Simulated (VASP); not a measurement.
# Be4TeSe3 (I-42m) in VASP: further runs

The runs below take Be4TeSe3 through single point, with PBE, HSE06.

Program: VASP 6.6.1. These are calculated values, not measurements. Logs are shortened: lines on timing, memory, paths and dates and some standing lists are left out, and cuts for length are marked.

### 1 Starting point

It takes space group I-42m (No. 121, tetragonal). The conventional cell has a = 5.308 Å, b = 5.308 Å, c = 10.603 Å, α = 90.00°, β = 90.00°, γ = 90.00°. Be (site symmetry m) has 3 Se at 2.25 to 2.27 Å and 1 Te at 2.41 Å as nearest neighbours. Around Te (site symmetry -42m) lie 4 Be at 2.41 Å. Se (site symmetry -4) has 4 Be at 2.27 Å as nearest neighbours. Around Se (site symmetry -42m) lie 4 Be at 2.25 Å.

The cell was built by a generator and needn't be a form met in nature.

### 2 Single point, PBE

Input file INCAR:

```
SYSTEM = Be4TeSe3
PREC = Accurate ; ENCUT = 520
EDIFF = 1E-6 ; ISMEAR = 0
SIGMA = 0.02 ; LREAL = .False.
LASPH = .True. ; NELM = 80
ALGO = Normal ; ISIF = 2
LWAVE = .False. ; LCHARG = .False.
GGA = PE ; NBANDS = 26
KPAR = 8
```

Input file KPOINTS:

```
Automatic mesh
0
Gamma
  6 6 6
  0 0 0
```

Input file POSCAR:

```
Be4TeSe3
1.0
   -2.6541400000      2.6541400000      5.3014100000
    2.6541400000     -2.6541400000      5.3014100000
    2.6541400000      2.6541400000     -5.3014100000
Be Te Se
4 1 3
Direct
    0.3666420000      0.8933660000      0.0000000000
    0.8933660000      0.3666420000      0.0000000000
    0.6333580000      0.6333580000      0.5267240000
    0.1066340000      0.1066340000      0.4732760000
    0.5000000000      0.5000000000      0.0000000000
    0.7500000000      0.2500000000      0.5000000000
    0.2500000000      0.7500000000      0.5000000000
    0.0000000000      0.0000000000      0.0000000000
```

Potentials or basis: VASP PAW PBE potentials, release 64 (Be, Te, Se).

Launch:

```console
> cat potpaw_PBE.64/Be/POTCAR potpaw_PBE.64/Te/POTCAR potpaw_PBE.64/Se/POTCAR > POTCAR
> mpirun -np 8 vasp_std > vasp.out
```

OUTCAR:

```text
SYSTEM = Be4TeSe3
   PREC = Accurate
   ENCUT = 520
   EDIFF = 1E-6
   ISMEAR = 0
   LREAL = .False.
   LASPH = .True.
   NELM = 80
   ISIF = 2
   GGA = PE

 ion  position               nearest neighbor table
   1  0.367  0.893  0.000-   8 2.25   6 2.27   7 2.27   5 2.41
   2  0.893  0.367  0.000-   8 2.25   7 2.27   6 2.27   5 2.41
   3  0.633  0.633  0.527-   8 2.25   7 2.27   6 2.27   5 2.41
   4  0.107  0.107  0.473-   8 2.25   7 2.27   6 2.27   5 2.41
   5  0.500  0.500  0.000-   3 2.41   1 2.41   2 2.41   4 2.41
   6  0.750  0.250  0.500-   2 2.27   3 2.27   4 2.27   1 2.27
   7  0.250  0.750  0.500-   1 2.27   3 2.27   4 2.27   2 2.27
   8  0.000  0.000  0.000-   1 2.25   2 2.25   3 2.25   4 2.25

  LATTYP: Found a body centered tetragonal cell.
 ALAT       =     5.3082800000
 C/A-ratio  =     1.9974115909

  Lattice vectors:

 A1 = (  -2.6541400000,   2.6541400000,   5.3014100000)
 A2 = (   2.6541400000,  -2.6541400000,   5.3014100000)
 A3 = (   2.6541400000,   2.6541400000,  -5.3014100000)

Analysis of symmetry for initial positions (statically):
=====================================================================
 Subroutine PRICEL returns:
 Original cell was already a primitive cell.

 Routine SETGRP: Setting up the symmetry group for a
 body centered tetragonal supercell.

 Subroutine GETGRP returns: Found  8 space group operations
 (whereof  8 operations were pure point group operations)
 out of a pool of 16 trial point group operations.

The static configuration has the point symmetry D_2d.

Analysis of symmetry for dynamics (positions and initial velocities):
=====================================================================
 Subroutine PRICEL returns:
 Original cell was already a primitive cell.

 Routine SETGRP: Setting up the symmetry group for a
 body centered tetragonal supercell.

 Subroutine GETGRP returns: Found  8 space group operations
 (whereof  8 operations were pure point group operations)
 out of a pool of 16 trial point group operations.

The dynamic configuration has the point symmetry D_2d.

 Subroutine INISYM returns: Found  8 space group operations
 (whereof  8 operations are pure point group operations),
 and found     1 'primitive' translations

----------------------------------------------------------------------------------------

                                     Primitive cell

  volume of cell :     149.3823

  direct lattice vectors                    reciprocal lattice vectors
    -2.654140000  2.654140000  5.301410000     0.000000000  0.188384938  0.094314531
     2.654140000 -2.654140000  5.301410000     0.188384938  0.000000000  0.094314531
     2.654140000  2.654140000 -5.301410000     0.188384938  0.188384938  0.000000000

  length of vectors
     6.495680585  6.495680585  6.495680585     0.210675380  0.210675380  0.266416535

  position of ions in fractional coordinates (direct lattice)
     0.366642000  0.893366000  0.000000000
     0.893366000  0.366642000  0.000000000
     0.633358000  0.633358000  0.526724000
     0.106634000  0.106634000  0.473276000
     0.500000000  0.500000000  0.000000000
     0.750000000  0.250000000  0.500000000
     0.250000000  0.750000000  0.500000000
     0.000000000  0.000000000  0.000000000

  ion indices of the primitive-cell ions
   primitive index   ion index
                 1           1
                 2           2
                 3           3
                 4           4
                 5           5
                 6           6
                 7           7
                 8           8

----------------------------------------------------------------------------------------

 KPOINTS: Automatic mesh

Automatic generation of k-mesh.
 Grid dimensions read from file:
 generate k-points for:    6    6    6

 Generating k-lattice:

  Cartesian coordinates                     Fractional coordinates (reciprocal lattice)
     0.000000000  0.031397490  0.015719089     0.166666667  0.000000000  0.000000000
     0.031397490  0.000000000  0.015719089     0.000000000  0.166666667  0.000000000
     0.031397490  0.031397490  0.000000000     0.000000000  0.000000000  0.166666667

  Length of vectors
     0.035112563  0.035112563  0.044402756

  Shift w.r.t. Gamma in fractional coordinates (k-lattice)
     0.000000000  0.000000000  0.000000000

 Subroutine IBZKPT returns following result:
 ===========================================

 Found     30 irreducible k-points:

 Following reciprocal coordinates:
            Coordinates               Weight
  0.000000  0.000000  0.000000      1.000000
  0.166667 -0.000000  0.000000      8.000000
  0.333333 -0.000000  0.000000      8.000000
  0.500000 -0.000000  0.000000      4.000000
  0.166667  0.166667  0.000000      8.000000
  0.333333  0.166667  0.000000     16.000000
[... 16 lines left out ...]
 -0.333333 -0.333333  0.166667      8.000000
 -0.166667 -0.333333  0.166667      8.000000
 [... further k-points ...]
   k-points           NKPTS =     30   k-points in BZ     NKDIM =     30   number of bands    NBANDS=     26
   number of dos      NEDOS =    301   number of ions     NIONS =      8
   total plane-waves  NPLWV = 110592
   dimension x,y,z NGX =    48 NGY =   48 NGZ =   48
   dimension x,y,z NGXF=    96 NGYF=   96 NGZF=   96
   ions per type =               4   1   3
   NGX,Y,Z   is equivalent  to a cutoff of  12.28, 12.28, 12.28 a.u.
   NGXF,Y,Z  is equivalent  to a cutoff of  24.57, 24.57, 24.57 a.u.
 SYSTEM =  Be4TeSe3
   PREC   = accura    normal or accurate (medium, high low for compatibility)
   ISTART =      0    job   : 0-new  1-cont  2-samecut
   ICHARG =      2    charge: 1-file 2-atom 10-const
   ISPIN  =      1    spin polarized calculation?
   LNONCOLLINEAR =      F non collinear calculations
   LSORBIT =      F    spin-orbit coupling
   LASPH  =      T    aspherical Exc in radial PAW
   ENCUT  =  520.0 eV  38.22 Ry    6.18 a.u.  12.08 12.08 12.08*2*pi/ulx,y,z
   NELM   =     80;   NELMIN=  2; NELMDL= -5     # of ELM steps
   EDIFF  = 0.1E-05   stopping-criterion for ELM
   LREAL  =      F    real-space projection
[... 7 lines left out ...]
   TEBEG  =    0.0;   TEEND  =   0.0 temperature during run
   PSTRESS=    0.0 pullay stress
   NELECT =      32.0000    total number of electrons
   NUPDOWN=      -1.0000    fix difference up-down
   EMIN   =  10.00;   EMAX   =-10.00  energy-range for DOS
   EFERMI =   0.00;   METHOD = LEGACY
   ISMEAR =     0;   SIGMA  =   0.02  broadening in eV -4-tet -1-fermi 0-gaus
   EFERMI_NEDOS =   21; number of points for ismear=-14 and -15
   IALGO  =     38    algorithm
   IMIX   =      4    mixing-type and parameters
     AMIX     =   0.40;   BMIX     =  1.00
     AMIX_MAG =   1.60;   BMIX_MAG =  1.00
  volume/ion in A,a.u.               =      18.67       126.01
  Fermi-wavevector in a.u.,A,eV,Ry     =   0.979547  1.851075 13.054950  0.959512
  Thomas-Fermi vector in A             =   2.110408
   LORBIT       =      0    0 simple, 1 ext, 2 COOP (PROOUT), +10 PAW based schemes
   GGA     = PE    functional components
   LHFCALC =     F    Hartree Fock is set to
   AEXX    =    0.0000 exact exchange contribution
   IVDW    =     0    specifies the selected vdW correction
   LEPSILON=     F    determine dielectric tensor
   LRPA    =     F    only Hartree local field effects (RPA)
 non-spin polarized calculation
 Gauss-broadening in eV      SIGMA  =   0.02
  energy-cutoff  :      520.00
  volume of cell :      149.38
 maximum number of plane-waves:      4044
   NGX = 25   NGY = 25   NGZ = 25

 number of electron      32.0000002 magnetization

 Free energy of the ion-electron system (eV)
  ---------------------------------------------------
  ext. energy  EPLUGINS =         0.00000000
  ---------------------------------------------------
  free energy    TOTEN  =       -34.00857240 eV

  energy without entropy =      -34.00857240  energy(sigma->0) =      -34.00857240

 E-fermi :   3.8597     XC(G=0):  -9.2548

 val. band max:        3.7400148543   @ k =   0.0000   0.0000   0.0000
 cond. band min:       6.0670345333   @ k =   0.0000   0.0000   0.0000
 fundamental gap:      2.3270196789
 Fermi energy:         3.8597486702

 k-point     1 :       0.0000    0.0000    0.0000
  band No.  band energies     occupation
      1      -9.8021      2.00000
      2      -8.4721      2.00000
      3      -8.4219      2.00000
      4      -6.4184      2.00000
      5      -1.3108      2.00000
      6      -0.7074      2.00000
[... 18 lines left out ...]
     25      10.2258      0.00000
     26      10.4625      0.00000

 k-point     2 :       0.1667   -0.0000    0.0000
  band No.  band energies     occupation
      1      -9.7084      2.00000
      2      -8.5139      2.00000
      3      -8.4810      2.00000
      4      -6.4910      2.00000
      5      -1.1692      2.00000
      6      -0.8456      2.00000
[... 18 lines left out ...]
     25       9.8636      0.00000
     26      10.2595      0.00000

 k-point     3 :       0.3333   -0.0000    0.0000
  band No.  band energies     occupation
      1      -9.4543      2.00000
      2      -8.7094      2.00000
      3      -8.5529      2.00000
      4      -6.6470      2.00000
      5      -0.9811      2.00000
      6      -0.8145      2.00000
[... 572 lines left out ...]
 k-point    23 :      -0.3333   -0.3333    0.1667
  band No.  band energies     occupation
      1      -9.3945      2.00000
      2      -8.7905      2.00000
      3      -8.5553      2.00000
      4      -6.7036      2.00000
      5      -1.0168      2.00000
      6      -0.9744      2.00000
[... 18 lines left out ...]
     25       9.6632      0.00000
     26      10.8259      0.00000

 k-point    24 :      -0.1667   -0.3333    0.1667
  band No.  band energies     occupation
      1      -9.5677      2.00000
      2      -8.6763      2.00000
      3      -8.4937      2.00000
      4      -6.6063      2.00000
      5      -1.0086      2.00000
      6      -0.9614      2.00000
[... 18 lines left out ...]
     25       9.3314      0.00000
     26      10.0637      0.00000

 [... further k-points ...]

------------------------ aborting loop because EDIFF is reached ----------------------------------------

  FORCE on cell =-STRESS in cart. coord.  units (eV):
  Direction    XX          YY          ZZ          XY          YZ          ZX
  --------------------------------------------------------------------------------------
  -------------------------------------------------------------------------------------
  Total       -0.0047286     -0.0047286     -0.0133763      0.0000000     -0.0000000      0.0000000
  in kB       -0.0507159     -0.0507159     -0.1434650      0.0000000     -0.0000000      0.0000000
  external PRESSURE =      -0.0816323 kB  Pullay stress =       0.0000000 kB

 VOLUME and BASIS-vectors are now :
 -----------------------------------------------------------------------------
  energy-cutoff  :      520.00
  volume of cell :      149.38
      direct lattice vectors                 reciprocal lattice vectors
    -2.654140000  2.654140000  5.301410000     0.000000000  0.188384938  0.094314531
     2.654140000 -2.654140000  5.301410000     0.188384938  0.000000000  0.094314531
     2.654140000  2.654140000 -5.301410000     0.188384938  0.188384938  0.000000000

 POSITION                                       TOTAL-FORCE (eV/Angst)
 -----------------------------------------------------------------------------------
      1.39800     -1.39800      6.67982        -0.001244      0.001244     -0.003140
     -1.39800      1.39800      6.67982         0.001244     -0.001244     -0.003140
      1.39800      1.39800      3.92300        -0.001244     -0.001244      0.003140
      1.25614      1.25614     -1.37841         0.001244      0.001244      0.003140
      0.00000      0.00000      5.30141        -0.000000     -0.000000      0.000000
      0.00000      2.65414      2.65070         0.000000     -0.000000      0.000000
      2.65414      0.00000      2.65070        -0.000000      0.000000      0.000000
      0.00000      0.00000      0.00000         0.000000     -0.000000      0.000000
 -----------------------------------------------------------------------------------
    total drift:                               -0.000003     -0.000003     -0.000003

  FREE ENERGIE OF THE ION-ELECTRON SYSTEM (eV)
  ---------------------------------------------------
  free  energy   TOTEN  =       -34.0085723985 eV

  energy  without entropy=      -34.0085723985  energy(sigma->0) =      -34.00857240
```

It took 17 s on 8 MPI ranks of AMD EPYC 9R45 (Zen 5), shared host; peak memory 0.37 GiB.

What came out:

- Free energy: -34.0086 eV
- Pressure: 0.0 GPa
- Largest force: 0.004 eV/Å
- Band gap on the k mesh: 2.33 eV, direct

Forces in eV/Å, atoms in the order of the input:
```
Be  -0.001  0.001 -0.003
Be   0.001 -0.001 -0.003
Be  -0.001 -0.001  0.003
Be   0.001  0.001  0.003
Te   0.000  0.000  0.000
Se   0.000  0.000  0.000
Se   0.000  0.000  0.000
Se   0.000  0.000  0.000
```

Levels at points of the mesh, in eV from the valence-band top:
```tsv
k point	band 12	band 13	band 14	band 15	band 16	band 17	band 18	band 19	band 20	band 21
(0.00, 0.00, 0.00)	-2.63	-2.63	-0.02	0.00	0.00	2.33	3.70	4.04	4.60	4.61
(0.50, 0.00, 0.00)	-2.42	-1.91	-1.89	-1.51	-0.84	4.19	4.58	4.90	4.91	5.61
(0.50, 0.50, 0.00)	-1.48	-1.39	-0.97	-0.71	-0.57	3.57	3.98	4.44	4.86	5.45
(0.50, 0.50, 0.50)	-2.18	-1.97	-1.97	-1.21	-1.21	2.35	2.49	3.24	3.56	3.73
```

Caveat: spin-orbit coupling is left out, which moves the levels of the heavy elements. A k mesh can miss the band edges.

### 3 Single point, HSE06

POSCAR is that of step 2.

Input file INCAR.step1:

```
SYSTEM = Be4TeSe3
PREC = Accurate ; ENCUT = 520
EDIFF = 1E-5 ; ISMEAR = 0
SIGMA = 0.02 ; LREAL = .False.
LASPH = .True. ; NELM = 40
ALGO = Normal ; ISIF = 2
LWAVE = .True. ; LCHARG = .False.
NBANDS = 26 ; KPAR = 8
GGA = PE
```

Input file INCAR.step2:

```
SYSTEM = Be4TeSe3
PREC = Accurate ; ENCUT = 520
EDIFF = 1E-5 ; ISMEAR = 0
SIGMA = 0.02 ; LREAL = .False.
LASPH = .True. ; NELM = 40
ALGO = Normal ; ISIF = 2
LWAVE = .False. ; LCHARG = .False.
GGA = PE ; LHFCALC = .True.
HFSCREEN = 0.2 ; PRECFOCK = Fast
NBANDS = 26 ; KPAR = 8
ISTART = 1
```

KPOINTS is that of step 2.

Potentials or basis: VASP PAW PBE potentials, release 64 (Be, Te, Se).

Launch:

```console
> cat potpaw_PBE.64/Be/POTCAR potpaw_PBE.64/Te/POTCAR potpaw_PBE.64/Se/POTCAR > POTCAR
> cp INCAR.step1 INCAR
> mpirun -np 8 vasp_std > vasp.out
> cp INCAR.step2 INCAR
> mpirun -np 8 vasp_std > vasp.out
```

Wall time 39 min (8 MPI ranks of AMD EPYC 9R45 (Zen 5), shared host); peak memory 0.56 GiB.

It converged, with:

```
Free energy            : -38.9938 eV
Pressure               : -1.6 GPa
Largest force          : 0.020 eV/Å
Band gap on the k mesh : 3.15 eV, direct
```

Forces in eV/Å, atoms in the order of the input:
```
Be  -0.010  0.010 -0.013
Be   0.010 -0.010 -0.013
Be  -0.010 -0.010  0.013
Be   0.010  0.010  0.013
Te   0.000  0.000  0.000
Se   0.000  0.000  0.000
Se   0.000  0.000  0.000
Se   0.000  0.000  0.000
```

Levels at points of the mesh, in eV from the valence-band top:
```tsv
k point	band 12	band 13	band 14	band 15	band 16	band 17	band 18	band 19	band 20	band 21
(0.00, 0.00, 0.00)	-2.86	-2.86	-0.02	0.00	0.00	3.15	4.57	5.03	5.63	5.64
(0.50, 0.00, 0.00)	-2.62	-2.05	-2.01	-1.63	-0.88	5.16	5.56	5.83	5.89	6.72
(0.50, 0.50, 0.00)	-1.61	-1.53	-1.04	-0.76	-0.59	4.52	4.93	5.45	5.82	6.50
(0.50, 0.50, 0.50)	-2.35	-2.13	-2.13	-1.29	-1.29	3.15	3.31	4.14	4.47	4.60
```

Caveat: the PAW data sets were made with another functional, which shifts forces and pressure a little; spin-orbit coupling is left out, which moves the levels of the heavy elements. A k mesh can miss the band edges.
